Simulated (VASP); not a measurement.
Write the native input for VASP 6.6.1 that does the following.

```
Task                   : Born charges and dielectric tensor
Functional             : LDA
Potentials or basis    : VASP PAW LDA potentials, release 64 (Sn_d, Se)
Cutoff                 : 600 eV
k mesh                 : 10 × 10 × 10
Occupations            : gaussian, width 0.02 eV
Spin                   : no spin polarisation
Further INCAR settings : ALGO = Normal; EDIFF = 1e-08; IBRION = 8; NSW = 1
```

The structure of SnSe lies in POSCAR:

```
SnSe
1.0
    0.0000000000      3.0652400000      3.0652400000
    3.0652400000      0.0000000000      3.0652400000
    3.0652400000      3.0652400000      0.0000000000
Sn Se
1 1
Direct
    0.0000000000      0.0000000000      0.0000000000
    0.5000000000      0.5000000000      0.5000000000
```

Measurements of this composition are mostly on another form, of space group No. 62.

These files were run (other wordings do the same):

INCAR

```
SYSTEM = SnSe
PREC = Accurate
ENCUT = 600
EDIFF = 1E-8
ISMEAR = 0
SIGMA = 0.02
LREAL = .FALSE.
LASPH = .TRUE.
NELM = 60
ALGO = Normal
ISIF = 2
LWAVE = .FALSE.
LCHARG = .FALSE.
LEPSILON = .TRUE.
IBRION = 8
NSW = 1
```

KPOINTS

```
Automatic mesh
0
G
  10 10 10
  0 0 0
```

Potentials or basis: VASP PAW LDA potentials, release 64 (Sn_d, Se).

The run is started by

```sh
$ cat potpaw_LDA.64/Sn_d/POTCAR potpaw_LDA.64/Se/POTCAR > POTCAR
$ mpirun -np 1 vasp_std > vasp.out
```

Results of the run:

```yaml
Band_gap_on_the_k_mesh: 0.41 eV, direct
Electronic_dielectric_tensor_diagonal: 34.55
Born_charges_mean_of_the_diagonal: Sn +5.82; Se -5.82 e
Highest_phonon_frequency_at_Γ_LO-TO_splitting_left_out: 1 cm⁻¹
Most_unstable_mode: 66i cm⁻¹
```

Caveat: the gap is small at this level, which inflates the dielectric constant; some modes are imaginary; spin-orbit coupling is left out, which moves the levels of the heavy elements.

Wall time 8.8 min on 1 thread of Intel(R) Xeon(R) Platinum 8559C (Emerald Rapids), on a shared host, peak memory 0.43 GiB.
